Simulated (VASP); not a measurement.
A VASP calculation is set up with these files.

INCAR:
```
# general
SYSTEM  = Ni3Fe
PREC    = Accurate
ENCUT   = 300
LREAL   = .FALSE.
LASPH   = .TRUE.   # aspherical one-centre terms

# electronic loop
EDIFF   = 1E-6   # SCF stop (eV)
NELM    = 100
ALGO    = Normal   # blocked Davidson
LMAXMIX = 4

# smearing
ISMEAR  = 0   # Gaussian
SIGMA   = 0.1   # width (eV)

# functional
GGA     = PE   # PBE

# spin
ISPIN   = 2   # spin-polarised
MAGMOM  = 3.0 0.5 0.5 0.5

# ions
ISIF    = 2

# output
LWAVE   = .FALSE.
LCHARG  = .FALSE.
LORBIT  = 11
```

KPOINTS:
```
Regular mesh
0
G
 9 9 9
```

File POSCAR:
```
Ni3Fe
3.5418350
  1.0000000000   0.0000000000   0.0000000000
  0.0000000000   1.0000000000   0.0000000000
  0.0000000000   0.0000000000   1.0000000000
Fe Ni
1 3
direct
 -0.0075190000  -0.0127310000   0.0042310000
 -0.0081650000   0.5024350000   0.4915070000
  0.5203460000   0.0071920000   0.5144050000
  0.4953380000   0.5031040000  -0.0101440000
```

POTCAR, in this order: Fe Ni (PBE.64 set). Program: vasp_std.

Q: Write an equivalent input for Ansatz.

A: One equivalent input (not run):
Ansatz 0.2 input:
```yaml
crystal:
  lattice:
    - [3.5418350, 0.0000000, 0.0000000]
    - [0.0000000, 3.5418350, 0.0000000]
    - [0.0000000, 0.0000000, 3.5418350]
  atoms:
    - { symbol: Fe, position: [-0.0075190, -0.0127310, 0.0042310], spin: 3 }
    - { symbol: Ni, position: [-0.0081650, 0.5024350, 0.4915070], spin: 0.5 }
    - { symbol: Ni, position: [0.5203460, 0.0071920, 0.5144050], spin: 0.5 }
    - { symbol: Ni, position: [0.4953380, 0.5031040, -0.0101440], spin: 0.5 }
kpoints:
  mp_grid: { grid: [9, 9, 9] }
hamiltonian:
  xc: pbe
  pseudopotentials: { kind: paw }
magnetization: { spin_polarized: true }
scf:
  occupations: { method: gaussian, width: 0.1 }
  max_iter: 100
output: { forces: true, stress: true, eigenvalues: true }
```
Limits of the translation: each code has its own PAW files, so the cut-off isn't converted (ENCUT is set for VASP's; basis.ecutwfc is left out, and Ansatz then takes the one that its files recommend); Ansatz stops its SCF on the density residual and VASP on the energy change (EDIFF).

The structure is a typed Ni3Fe crystal. The cell was not relaxed at this level, atoms are displaced from their ideal sites.
